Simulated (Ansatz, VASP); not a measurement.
# CaZr3N2: VASP beside Ansatz

```xyz
6
Lattice="3.5482 2.0485 2.8351 -3.5482 2.0485 2.8351 0.0000 -4.0971 2.8351" Properties=species:S:1:pos:R:3 pbc="T T T"
Ca    0.0000    0.0000    0.0000
Zr    0.0000    2.0485    2.8351
Zr   -1.7741   -1.0243    2.8351
Zr    1.7741   -1.0243    2.8351
N     0.0000    0.0000    6.1085
N     0.0000    0.0000    2.3967
```

Alike in both runs: functional PBE; k mesh 6 × 6 × 6; occupations gaussian, width 0.1 eV; no spin polarisation.

Ansatz relaxed the structure, and its values are those at the end. VASP's run is a single point on that final structure, the one shown.

```csv
,VASP,Ansatz
version,VASP 6.6.1,Ansatz 0.2.0
potentials or method,"VASP PAW PBE potentials, release 64 (Ca_sv, Zr_sv, N)","scalar-relativistic, plane waves, PAW"
plane-wave cutoff (eV),520,420
valence electrons in the cell,56,56
```

```tsv
	VASP	Ansatz	Ansatz less VASP
gap on the k mesh at the Fermi level (eV)	none	none	-
pressure (GPa)	0.1	0.0	-0.14
rms of the force components (eV/Å)	0.007	0.004	-0.0032
```

A gap of «none» marks a metal or a gap that the smearing closes. The functional is the same, so the differences come from potentials, cutoffs and numerics.
